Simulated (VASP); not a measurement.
These are PBEsol GGA, VASP's PBE PAW potentials (set 64) (plane waves; VASP) values and carry that method's errors.

VASP ran on this input.

**KPOINTS**
```
Automatic mesh
0
Gamma
8 8 8
0 0 0
```

### POSCAR
```
CdS
1
    0.0000000000     2.9116213763     2.9116213763
    2.9116213763     0.0000000000     2.9116213763
    2.9116213763     2.9116213763     0.0000000000
Cd S
1 1
Direct
  0.0000000000   0.0000000000   0.0000000000
  0.2500000000   0.2500000000   0.2500000000
```

**INCAR**
```
SYSTEM = CdS
PREC = Accurate
ENCUT = 500
EDIFF = 1E-6
NELM = 100
ALGO = Normal
LREAL = .FALSE.
LASPH = .TRUE.
ISMEAR = 0
SIGMA = 0.05
GGA = PS
LMAXMIX = 4
LWAVE = .FALSE.
LCHARG = .FALSE.
IBRION = 2
ISIF = 3
NSW = 40
EDIFFG = -0.02
```

POTCAR, in this order: Cd S (PBE.64 set). Program: vasp_std.

Output of the run:

**OSZICAR**
```
       N       E                     dE             d eps       ncg     rms          rms(c)
DAV:   1     0.113055177661E+03    0.11306E+03   -0.91232E+03   754   0.124E+03
DAV:   2    -0.233452478104E+01   -0.11539E+03   -0.11037E+03   889   0.297E+02
DAV:   3    -0.727553419957E+01   -0.49410E+01   -0.49290E+01   894   0.647E+01
DAV:   4    -0.731156519787E+01   -0.36031E-01   -0.36027E-01   859   0.558E+00
DAV:   5    -0.731209939834E+01   -0.53420E-03   -0.53420E-03   919   0.650E-01    0.820E+00
DAV:   6    -0.683539960473E+01    0.47670E+00   -0.99312E-01  1113   0.150E+01    0.644E+00
DAV:   7    -0.681555673358E+01    0.19843E-01   -0.18226E-01   779   0.356E+00    0.309E+00
DAV:   8    -0.681322178127E+01    0.23350E-02   -0.20123E-02   814   0.217E+00    0.263E-01
DAV:   9    -0.681289186564E+01    0.32992E-03   -0.30695E-03   864   0.952E-01    0.611E-02
DAV:  10    -0.681292968740E+01   -0.37822E-04   -0.26604E-04   799   0.222E-01    0.641E-02
DAV:  11    -0.681295699180E+01   -0.27304E-04   -0.45600E-05   812   0.770E-02    0.357E-02
DAV:  12    -0.681296509269E+01   -0.81009E-05   -0.30490E-05   774   0.627E-02    0.880E-03
DAV:  13    -0.681296494233E+01    0.15036E-06   -0.30385E-06   876   0.207E-02
   1 F= -.68129649E+01 E0= -.68129649E+01  d E =-.681296E+01
       N       E                     dE             d eps       ncg     rms          rms(c)
DAV:   1    -0.682916987006E+01   -0.16205E-01   -0.32427E-01   819   0.796E+00    0.954E-01
DAV:   2    -0.681498019327E+01    0.14190E-01   -0.35169E-02   829   0.311E+00    0.350E-01
DAV:   3    -0.681351724264E+01    0.14630E-02   -0.41162E-03   804   0.790E-01    0.293E-01
DAV:   4    -0.681336161387E+01    0.15563E-03   -0.23709E-04   764   0.174E-01    0.572E-02
DAV:   5    -0.681334491200E+01    0.16702E-04   -0.49404E-05   949   0.116E-01    0.151E-02
DAV:   6    -0.681334478509E+01    0.12691E-06   -0.66461E-06   774   0.352E-02
   2 F= -.68133448E+01 E0= -.68133448E+01  d E =-.379843E-03
       N       E                     dE             d eps       ncg     rms          rms(c)
DAV:   1    -0.681477067303E+01   -0.14258E-02   -0.27360E-02   819   0.229E+00    0.273E-01
DAV:   2    -0.681354615443E+01    0.12245E-02   -0.30663E-03   829   0.921E-01    0.987E-02
DAV:   3    -0.681342619036E+01    0.11996E-03   -0.35199E-04   799   0.227E-01    0.819E-02
DAV:   4    -0.681341851045E+01    0.76799E-05   -0.20146E-05   764   0.523E-02    0.162E-02
DAV:   5    -0.681341862376E+01   -0.11331E-06   -0.38563E-06   689   0.328E-02
   3 F= -.68134186E+01 E0= -.68134186E+01  d E =-.453681E-03
```

**OUTCAR**
```
------------------------ aborting loop because EDIFF is reached ----------------------------------------
  FORCE on cell =-STRESS in cart. coord.  units (eV):
  Direction    XX          YY          ZZ          XY          YZ          ZX
  --------------------------------------------------------------------------------------
  Total        0.0071433      0.0071433      0.0071433     -0.0000000     -0.0000000     -0.0000000
  in kB        0.2302465      0.2302465      0.2302465     -0.0000000     -0.0000000     -0.0000000
  external PRESSURE =       0.2302465 kB  Pullay stress =       0.0000000 kB
  volume of cell :       49.71
      direct lattice vectors                 reciprocal lattice vectors
     0.000000000  2.918286910  2.918286910    -0.171333394  0.171333394  0.171333394
     2.918286910 -0.000000000  2.918286910     0.171333394 -0.171333394  0.171333394
     2.918286910  2.918286910  0.000000000     0.171333394  0.171333394 -0.171333394
  FREE ENERGIE OF THE ION-ELECTRON SYSTEM (eV)
  ---------------------------------------------------
  free  energy   TOTEN  =        -6.8134186238 eV

  energy  without entropy=       -6.8134186238  energy(sigma->0) =       -6.81341862

 reached required accuracy - stopping structural energy minimisation
```
(Selected blocks of OUTCAR.)

CONTCAR:
```
CdS
   1.00000000000000
     0.0000000000000000    2.9182869104710778    2.9182869104710778
     2.9182869104710778   -0.0000000000000000    2.9182869104710778
     2.9182869104710778    2.9182869104710778    0.0000000000000000
  Cd              S
     1     1
Direct
     0.0000000000000000    0.0000000000000000    0.0000000000000000
     0.2500000000000000    0.2500000000000000    0.2500000000000000
```

The structure was generated: CdS was put into the zinc blende type (F-43m), which need not be its known phase. This run relaxes it. Symmetry was kept, so distortions that lower it aren't found.
